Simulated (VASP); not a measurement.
Level of theory: G0W0 on PBE orbitals, VASP's PBE PAW potentials (set 64) (plane waves; VASP).

Input for VASP

INCAR:
```
ALGO = EVGW0
ENCUT = 500
ENCUTGW = 170
GGA = PE
ISMEAR = 0
LASPH = T
LCHARG = F
LREAL = F
LSPECTRALGW = T
LWAVE = F
NBANDS = 176
NBANDSGW = 28
NELMGW = 1
NOMEGA = 64
PREC = Normal
SIGMA = 0.01
SYSTEM = SnO
```

KPOINTS:
```
Automatic mesh
0
G
 4 4 3
```

**POSCAR**
```
SnO
1
    3.8137000000     0.0000000000     0.0000000000
    0.0000000000     3.8137000000     0.0000000000
    0.0000000000     0.0000000000     4.8869100000
Sn O
2 2
Direct
  0.0000000000   0.5000000000   0.2353700000
  0.5000000000   0.0000000000   0.7646300000
  0.5000000000   0.5000000000   0.0000000000
  0.0000000000   0.0000000000   0.0000000000
```

POTCAR, in this order: Sn_d_GW O_GW_new (PBE.64 set). Program: vasp_std. Read from the step before: WAVECAR, WAVEDER.

Output of the run:

**OSZICAR**
```
energies w=
    0.000    0.000    0.248    0.000    0.496    0.000    0.742    0.000
    0.987    0.000    1.230    0.000    1.470    0.000    1.707    0.000
    1.941    0.000    2.172    0.000    2.400    0.000    2.625    0.000
    2.846    0.000    3.064    0.000    3.280    0.000    3.494    0.000
    3.704    0.000    3.914    0.000    4.121    0.000    4.328    0.000
    4.534    0.000    4.740    0.000    4.946    0.000    5.153    0.000
    5.361    0.000    5.571    0.000    5.784    0.000    5.999    0.000
    6.219    0.000    6.443    0.000    6.673    0.000    6.909    0.000
    7.152    0.000    7.404    0.000    7.665    0.000    7.938    0.000
    8.223    0.000    8.522    0.000    8.839    0.000    9.174    0.000
    9.531    0.000    9.913    0.000   10.324    0.000   10.768    0.000
   11.251    0.000   11.780    0.000   12.362    0.000   13.009    0.000
   13.732    0.000   14.547    0.000   15.475    0.000   16.542    0.000
   17.785    0.000   19.249    0.000   21.003    0.000   23.142    0.000
   25.808    0.000   29.221    0.000   33.743    0.000   40.011    0.000
   49.261    0.000   64.254    0.000   92.665    0.000  166.809    0.000
NQ=   1    0.0000    0.0000    0.0000,
 performed        417000 updates of chi_q(r,r)
NQ=   2    0.2500    0.0000    0.0000,
 performed       1071000 updates of chi_q(r,r)
NQ=   3    0.5000    0.0000    0.0000,
 performed       1587000 updates of chi_q(r,r)
NQ=   4    0.2500    0.2500    0.0000,
 performed       2241000 updates of chi_q(r,r)
NQ=   5    0.5000    0.2500    0.0000,
 performed       2895000 updates of chi_q(r,r)
NQ=   6    0.5000    0.5000    0.0000,
 performed       3312000 updates of chi_q(r,r)
NQ=   7    0.0000    0.0000    0.3333,
 performed       3828000 updates of chi_q(r,r)
NQ=   8    0.2500    0.0000    0.3333,
 performed       4561000 updates of chi_q(r,r)
NQ=   9    0.5000    0.0000    0.3333,
 performed       5136000 updates of chi_q(r,r)
NQ=  10    0.2500    0.2500    0.3333,
 performed       5908000 updates of chi_q(r,r)
NQ=  11    0.5000    0.2500    0.3333,
 performed       6641000 updates of chi_q(r,r)
NQ=  12    0.5000    0.5000    0.3333,
 performed       7157000 updates of chi_q(r,r)
 resolving degeneracies of screened two electron integrals
```

OUTCAR:
```


 k-point   1 :       0.0000    0.0000    0.0000
  band No.  KS-energies  QP-energies   sigma(KS)   V_xc(KS)     V^pw_x(r,r')   Z            occupation Imag(sigma)

      1     -16.4947     -18.8729     -21.0069     -17.5337     -27.6394       0.6847       2.0000       0.4024
      2     -16.0623     -18.8350     -21.3767     -17.4871     -27.1774       0.7129       2.0000       0.2818
      3     -16.0567     -18.7963     -21.3192     -17.4615     -27.1162       0.7102       2.0000       0.2804
      4     -16.0567     -18.7963     -21.3192     -17.4615     -27.1162       0.7102       2.0000       0.2804
      5     -16.0212     -18.7502     -21.3282     -17.4800     -27.0256       0.7092       2.0000       0.1886
      6     -16.0036     -18.7283     -21.2863     -17.4361     -27.0160       0.7077       2.0000       0.2252
      7     -15.9676     -18.7131     -21.3860     -17.5267     -27.0750       0.7114       2.0000       0.1913
      8     -15.9570     -18.6410     -21.3256     -17.5282     -27.1448       0.7068       2.0000       0.2226
      9     -15.9342     -18.6968     -21.4295     -17.5599     -27.1817       0.7139       2.0000       0.2407
     10     -15.9342     -18.6968     -21.4295     -17.5599     -27.1817       0.7139       2.0000       0.2407
     11     -14.6737     -15.4529     -19.4842     -18.2397     -29.7709       0.6262       2.0000       1.3270
     12     -12.0434     -13.1873     -21.9593     -20.2902     -31.2299       0.6853       2.0000       1.0586
     13      -2.1307      -2.6264     -14.9926     -14.2653     -19.7415       0.6815       2.0000       0.4081
     14      -1.1028      -1.8906     -11.8614     -10.7757     -15.1090       0.7257       2.0000       0.4255
     15      -0.7199      -1.1648     -17.1750     -16.5180     -22.3966       0.6772       2.0000       0.2476
     16      -0.7199      -1.1648     -17.1750     -16.5180     -22.3966       0.6772       2.0000       0.2476
     17       2.0552       1.7992     -19.3614     -18.9935     -24.2012       0.6957       2.0000       0.1422
     18       2.3579       2.1119     -19.7348     -19.3841     -24.5577       0.7015       2.0000       0.1271
     19       2.3579       2.1119     -19.7348     -19.3841     -24.5577       0.7015       2.0000       0.1271
     20       5.5200       5.3707     -15.4214     -15.2247     -16.3419       0.7594       2.0000       0.0488
     21       7.5951       8.0819     -11.5113     -12.1325      -7.6249       0.7835       0.0000      -0.0711
     22       9.8036      10.0926     -10.1803     -10.5535      -5.8962       0.7742       0.0000      -0.1047
     23      10.2469      10.6728     -10.9192     -11.4895      -6.7125       0.7469       0.0000      -0.1369
     24      10.2469      10.6728     -10.9192     -11.4895      -6.7125       0.7469       0.0000      -0.1369
     25      11.1876      11.6791     -10.2928     -10.9402      -5.4426       0.7591       0.0000      -0.1779
     26      11.1876      11.6791     -10.2928     -10.9402      -5.4426       0.7591       0.0000      -0.1779
     27      12.2940      12.5712      -9.6652     -10.0290      -4.9696       0.7620       0.0000      -0.2097
     28      12.7262      12.7239      -7.9661      -7.9632      -2.9865       0.7966       0.0000      -0.3547

 k-point   2 :       0.2500    0.0000    0.0000
  band No.  KS-energies  QP-energies   sigma(KS)   V_xc(KS)     V^pw_x(r,r')   Z            occupation Imag(sigma)

      1     -16.4614     -18.8307     -21.0114     -17.5499     -27.6537       0.6845       2.0000       0.4039
      2     -16.1510     -18.6585     -21.1443     -17.5568     -27.4671       0.6989       2.0000       0.3637
      3     -16.0454     -18.7909     -21.3311     -17.4702     -27.1184       0.7111       2.0000       0.2721
      4     -16.0454     -18.7909     -21.3311     -17.4702     -27.1184       0.7111       2.0000       0.2721
      5     -16.0265     -18.7658     -21.3520     -17.4976     -27.1203       0.7107       2.0000       0.2369
      6     -16.0265     -18.7658     -21.3520     -17.4976     -27.1203       0.7107       2.0000       0.2369
      7     -15.9824     -18.7116     -21.3132     -17.4600     -27.0359       0.7083       2.0000       0.2177
      8     -15.9759     -18.7166     -21.3747     -17.5159     -27.0726       0.7102       2.0000       0.1977
      9     -15.9462     -18.7041     -21.4160     -17.5483     -27.1670       0.7131       2.0000       0.2395
     10     -15.9330     -18.6809     -21.3762     -17.5184     -27.0823       0.7123       2.0000       0.1984
     11     -14.1935     -15.1773     -19.9879     -18.4580     -29.7075       0.6431       2.0000       1.2044
     12     -12.3545     -13.5064     -21.6550     -19.9647     -30.9204       0.6815       2.0000       1.0694
     13      -2.2825      -2.7725     -15.1756     -14.4604     -19.9848       0.6852       2.0000       0.4159
     14      -1.1455      -1.8114     -13.4501     -12.5210     -17.0836       0.7167       2.0000       0.3790
     15      -0.3944      -0.8424     -16.8144     -16.1571     -21.8582       0.6817       2.0000       0.2459
     16      -0.3229      -0.7504     -17.4441     -16.8152     -22.6161       0.6798       2.0000       0.2292
     17       1.4213       1.0571     -17.5213     -16.9985     -22.0608       0.6966       2.0000       0.1657
     18       1.8373       1.5421     -19.2060     -18.7822     -24.0901       0.6967       2.0000       0.1409
     19       1.9753       1.6099     -17.6089     -17.0897     -21.9291       0.7038       2.0000       0.1412
     20       5.0366       4.7038     -14.9075     -14.4672     -16.3443       0.7560       2.0000       0.0589
     21       8.3490       8.7756     -11.1751     -11.7332      -7.3780       0.7643       0.0000      -0.0854
     22       8.9439       9.6139     -12.9906     -13.8708      -9.0602       0.7613       0.0000      -0.0879
     23      10.2471      10.6871     -10.9535     -11.5344      -6.4510       0.7573       0.0000      -0.1411
     24      10.6243      11.0766     -10.9901     -11.5980      -6.5907       0.7441       0.0000      -0.1634
     25      10.7743      11.1634     -10.8143     -11.3272      -6.2892       0.7586       0.0000      -0.1362
     26      11.4849      12.0267     -10.6980     -11.4154      -5.7972       0.7552       0.0000      -0.2030
     27      12.7945      13.0064      -9.1265      -9.4027      -4.2824       0.7672       0.0000      -0.2602
     28      15.8867      16.2421      -9.7499     -10.2165      -4.2189       0.7618       0.0000      -0.5138

 k-point   3 :       0.5000    0.0000    0.0000
  band No.  KS-energies  QP-energies   sigma(KS)   V_xc(KS)     V^pw_x(r,r')   Z            occupation Imag(sigma)

      1     -16.3599     -18.7392     -21.0192     -17.5613     -27.6316       0.6880       2.0000       0.4057
      2     -16.3599     -18.7392     -21.0192     -17.5613     -27.6316       0.6880       2.0000       0.4057
      3     -16.0316     -18.7702     -21.3323     -17.4773     -27.0673       0.7104       2.0000       0.2291
      4     -16.0316     -18.7702     -21.3323     -17.4773     -27.0673       0.7104       2.0000       0.2291
      5     -16.0226     -18.7823     -21.3675     -17.4953     -27.1526       0.7127       2.0000       0.2642
      6     -16.0226     -18.7823     -21.3675     -17.4953     -27.1526       0.7127       2.0000       0.2642
      7     -15.9718     -18.7195     -21.3837     -17.5210     -27.1192       0.7113       2.0000       0.2269
      8     -15.9718     -18.7195     -21.3837     -17.5210     -27.1192       0.7113       2.0000       0.2269
      9     -15.9432     -18.6818     -21.3667     -17.5068     -27.0780       0.7095       2.0000       0.2056
     10     -15.9432     -18.6818     -21.3667     -17.5068     -27.0780       0.7095       2.0000       0.2056
     11     -13.2147     -14.3362     -20.8357     -19.1488     -30.1804       0.6648       2.0000       1.1095
     12     -13.2147     -14.3362     -20.8357     -19.1488     -30.1804       0.6648       2.0000       1.1095
     13      -1.9392      -2.4507     -15.2518     -14.5124     -19.8529       0.6917       2.0000       0.3885
     14      -1.9392      -2.4507     -15.2518     -14.5124     -19.8529       0.6917       2.0000       0.3885
     15       0.5326       0.1317     -17.2302     -16.6472     -22.0535       0.6877       2.0000       0.1993
     16       0.5326       0.1317     -17.2302     -16.6472     -22.0535       0.6877       2.0000       0.1993
     17       0.6964       0.3209     -18.2052     -17.6581     -23.2381       0.6864       2.0000       0.1817
     18       0.6964       0.3209     -18.2052     -17.6581     -23.2381       0.6864       2.0000       0.1817
     19       2.8453       2.2957     -13.7248     -12.9765     -16.1866       0.7343       2.0000       0.1065
     20       2.8453       2.2957     -13.7248     -12.9765     -16.1866       0.7343       2.0000       0.1065
     21       8.6665       9.2273     -12.7590     -13.5012      -9.0192       0.7555       0.0000      -0.0879
     22       8.6665       9.2273     -12.7590     -13.5012      -9.0192       0.7555       0.0000      -0.0879
     23      11.4365      11.9783     -11.1884     -11.9156      -6.3993       0.7450       0.0000      -0.2182
     24      11.4365      11.9783     -11.1884     -11.9156      -6.3993       0.7450       0.0000      -0.2182
     25      11.4585      12.1382     -12.8822     -13.7981      -8.1789       0.7422       0.0000      -0.1800
     26      11.4585      12.1382     -12.8822     -13.7981      -8.1789       0.7422       0.0000      -0.1800
     27      14.0445      14.1718      -8.4038      -8.5688      -3.4303       0.7715       0.0000      -0.2998
     28      14.0445      14.1718      -8.4038      -8.5688      -3.4303       0.7715       0.0000      -0.2998

 k-point   4 :       0.2500    0.2500    0.0000
  band No.  KS-energies  QP-energies   sigma(KS)   V_xc(KS)     V^pw_x(r,r')   Z            occupation Imag(sigma)

      1     -16.4473     -18.8080     -21.0048     -17.5556     -27.6568       0.6844       2.0000       0.4058
      2     -16.2523     -18.6714     -21.0497     -17.5571     -27.5534       0.6926       2.0000       0.3949
      3     -16.0535     -18.8011     -21.3404     -17.4713     -27.1351       0.7102       2.0000       0.2729
      4     -16.0317     -18.8003     -21.4011     -17.5141     -27.1951       0.7123       2.0000       0.2688
      5     -16.0263     -18.7545     -21.3149     -17.4684     -27.0224       0.7093       2.0000       0.1986
      6     -16.0226     -18.7639     -21.3289     -17.4743     -27.0653       0.7112       2.0000       0.2322
      7     -15.9730     -18.7159     -21.3687     -17.5064     -27.1043       0.7102       2.0000       0.2254
      8     -15.9603     -18.6995     -21.3580     -17.5000     -27.0695       0.7100       2.0000       0.2101
      9     -15.9320     -18.6824     -21.3768     -17.5183     -27.0808       0.7128       2.0000       0.1985
...
```
(Selected blocks of OUTCAR.)

The mesh is coarse and the basis finite, so the quasiparticle values are not converged. VASP warned that its frequency grid is unfit for quasiparticle energies.

The structure comes from a computed database's SnO entry (P4/nmm); how it stands against other phases isn't given here. The cell was not relaxed at this level. The k-mesh is coarse (spacing up to 0.43 per Å, 2π included), so the numbers may not be converged in it.
